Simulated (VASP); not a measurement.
Computed with r2SCAN meta-GGA, VASP's PBE PAW potentials (set 64) (plane waves; VASP).

The input files of a VASP run:

INCAR:
```
ALGO  =  Normal
CSHIFT  =  0.1
EDIFF  =  1E-7
ENCUT  =  520
ISMEAR  =  0
LASPH  =  .TRUE.
LCHARG  =  .FALSE.
LMAXMIX  =  6
LMIXTAU  =  .TRUE.
LOPTICS  =  .TRUE.
LPEAD  =  .TRUE.
LREAL  =  .FALSE.
LWAVE  =  .FALSE.
METAGGA  =  R2SCAN
NBANDS  =  45
NEDOS  =  1001
NELM  =  100
PREC  =  Accurate
SIGMA  =  0.01
SYSTEM  =  HfO2
```

**POSCAR**
```
HfO2
1
    0.0000000000     2.5171020438     2.5171020438
    2.5171020438     0.0000000000     2.5171020438
    2.5171020438     2.5171020438     0.0000000000
Hf O
1 2
Direct
  0.0000000000   0.0000000000   0.0000000000
  0.2500000000   0.2500000000   0.2500000000
  0.7500000000   0.7500000000   0.7500000000
```

### KPOINTS
```
Automatic mesh
0
Gamma
10 10 10
0 0 0
```

POTCAR, in this order: Hf_pv O (PBE.64 set). Program: vasp_std.

The run wrote:

**OSZICAR**
```
       N       E                     dE             d eps       ncg     rms          rms(c)
DAV:   1     0.760093992134E+02    0.76009E+02   -0.99955E+03  4238   0.499E+02
DAV:   2    -0.758242530054E+02   -0.15183E+03   -0.14350E+03  5016   0.184E+02
DAV:   3    -0.805997018938E+02   -0.47754E+01   -0.47415E+01  5071   0.271E+01
DAV:   4    -0.806092982303E+02   -0.95963E-02   -0.95957E-02  4819   0.122E+00
DAV:   5    -0.806093134802E+02   -0.15250E-04   -0.15250E-04  4902   0.482E-02    0.541E+01
DAV:   6    -0.680757672662E+02    0.12534E+02   -0.44201E+00  4639   0.108E+01    0.442E+01
DAV:   7    -0.694146207655E+02   -0.13389E+01   -0.14526E+00  4516   0.505E+00    0.239E+01
DAV:   8    -0.686437360688E+02    0.77088E+00   -0.12432E+00  4421   0.500E+00    0.272E+00
DAV:   9    -0.684350110610E+02    0.20873E+00   -0.30738E-01  4306   0.278E+00    0.264E+00
DAV:  10    -0.683991263480E+02    0.35885E-01   -0.61401E-03  4615   0.394E-01    0.306E+00
DAV:  11    -0.685600192535E+02   -0.16089E+00   -0.63356E-02  4296   0.128E+00    0.418E-01
DAV:  12    -0.685548650846E+02    0.51542E-02   -0.59336E-03  5009   0.343E-01    0.107E-01
DAV:  13    -0.685527266789E+02    0.21384E-02   -0.25595E-03  4511   0.203E-01    0.409E-01
DAV:  14    -0.685523596271E+02    0.36705E-03   -0.35759E-04  4575   0.753E-02    0.180E-01
DAV:  15    -0.685523957715E+02   -0.36144E-04   -0.16815E-04  4411   0.649E-02    0.509E-02
DAV:  16    -0.685524621132E+02   -0.66342E-04   -0.42711E-05  4428   0.318E-02    0.155E-02
DAV:  17    -0.685524749189E+02   -0.12806E-04   -0.24097E-06  4660   0.742E-03    0.159E-02
DAV:  18    -0.685524747082E+02    0.21067E-06   -0.84415E-07  4650   0.427E-03    0.115E-03
DAV:  19    -0.685524746601E+02    0.48109E-07   -0.10332E-07  4577   0.141E-03
   1 F= -.68552475E+02 E0= -.68552475E+02  d E =-.905581E-46
 imaginary and real dielectric function
```

OUTCAR:
```
------------------------ aborting loop because EDIFF is reached ----------------------------------------
  FORCE on cell =-STRESS in cart. coord.  units (eV):
  Direction    XX          YY          ZZ          XY          YZ          ZX
  --------------------------------------------------------------------------------------
  Total       -0.0234706     -0.0234706     -0.0234706      0.0000000      0.0000000      0.0000000
  in kB       -1.1789701     -1.1789701     -1.1789701      0.0000000      0.0000000      0.0000000
  external PRESSURE =      -1.1789701 kB  Pullay stress =       0.0000000 kB
  volume of cell :       31.90
      direct lattice vectors                 reciprocal lattice vectors
     0.000000000  2.517102044  2.517102044    -0.198641132  0.198641132  0.198641132
     2.517102044  0.000000000  2.517102044     0.198641132 -0.198641132  0.198641132
     2.517102044  2.517102044  0.000000000     0.198641132  0.198641132 -0.198641132
 POSITION                                       TOTAL-FORCE (eV/Angst)
 -----------------------------------------------------------------------------------
      0.00000      0.00000      0.00000         0.000000      0.000000      0.000000
      1.25855      1.25855      1.25855        -0.000000     -0.000000     -0.000000
      3.77565      3.77565      3.77565         0.000000      0.000000     -0.000000
 -----------------------------------------------------------------------------------
    total drift:                                0.000000      0.000000      0.000000
  FREE ENERGIE OF THE ION-ELECTRON SYSTEM (eV)
  ---------------------------------------------------
  free  energy   TOTEN  =       -68.5524746601 eV

  energy  without entropy=      -68.5524746601  energy(sigma->0) =      -68.55247466

 plasma frequency squared (from intraband transitions) (eV^2)
  --------------------------------------------------------------------------------------
       0.000       0.000       0.000
       0.000       0.000       0.000
       0.000       0.000       0.000

 plasma frequency squared (from interband transitions, int dw w eps(2)(w)) (eV^2)
  --------------------------------------------------------------------------------------
     959.509       0.000      -0.000      -0.000      -0.000      -0.000
      -0.000       0.000     959.509       0.000       0.000      -0.000
      -0.000       0.000       0.000       0.000     959.509       0.000
```
(Selected blocks of OUTCAR.)

The compound is HfO2 in the fluorite structure, the high-temperature cubic form, which is unstable at 0 K; the monoclinic form is the stable one. It was relaxed first.
